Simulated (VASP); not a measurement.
A convergence study with VASP on Ir (fcc): one setting is varied, all else stays as given below, so the limit is that of these other settings. Each run relaxes cell and ions from the cell shown. The basis is that of the starting cell, so low cut-offs carry a Pulay error.

```xyz
1
Lattice="0.0000 1.9200 1.9200 1.9200 0.0000 1.9200 1.9200 1.9200 0.0000" Properties=species:S:1:pos:R:3 pbc="T T T"
Ir     0.0000     0.0000     0.0000
```

These are PBEsol GGA, VASP's PBE PAW potentials (set 64) (plane waves; VASP) values and carry that method's errors. The tightest run used: 700 eV cut-off, 14×14×14 Γ-centred mesh, first-order Methfessel-Paxton smearing of 0.10 eV, potentials Ir.

### Question
The settings run are ENCUT = 200; ENCUT = 250; ENCUT = 300; ENCUT = 350; ENCUT = 400; ENCUT = 450; ENCUT = 500; ENCUT = 550; ENCUT = 600; ENCUT = 650; ENCUT = 700. From which on does the relaxed volume stay within 0.1 Å³/atom of the tightest run?

### Answer
From ENCUT = 250 on: it is off by 0.011 there and by no more than 0.1 in any finer run, while ENCUT = 200 is off by 0.260.
| setting | relaxed volume (Å³/atom) | E (eV/atom) | plane waves | difference judged (Å³/atom) |
|---|---|---|---|---|
| ENCUT = 200 | 13.832 | -9.8059 | 99 | 0.260 |
| ENCUT = 250 | 14.081 | -9.8193 | 138 | 0.011 |
| ENCUT = 300 | 14.062 | -9.8114 | 174 | 0.030 |
| ENCUT = 350 | 14.083 | -9.8083 | 222 | 0.009 |
| ENCUT = 400 | 14.092 | -9.8084 | 271 | 0.000 |
| ENCUT = 450 | 14.089 | -9.8083 | 331 | 0.003 |
| ENCUT = 500 | 14.089 | -9.8082 | 370 | 0.003 |
| ENCUT = 550 | 14.092 | -9.8083 | 428 | 0.000 |
| ENCUT = 600 | 14.093 | -9.8083 | 495 | 0.001 |
| ENCUT = 650 | 14.092 | -9.8083 | 544 | 0.000 |
| ENCUT = 700 | 14.092 | -9.8083 | 610 | 0.000 |

Left out are rungs that failed or repeat a setting and relaxations that didn't move; long series are thinned to 24 rows.

The compound is Ir in the fcc structure.
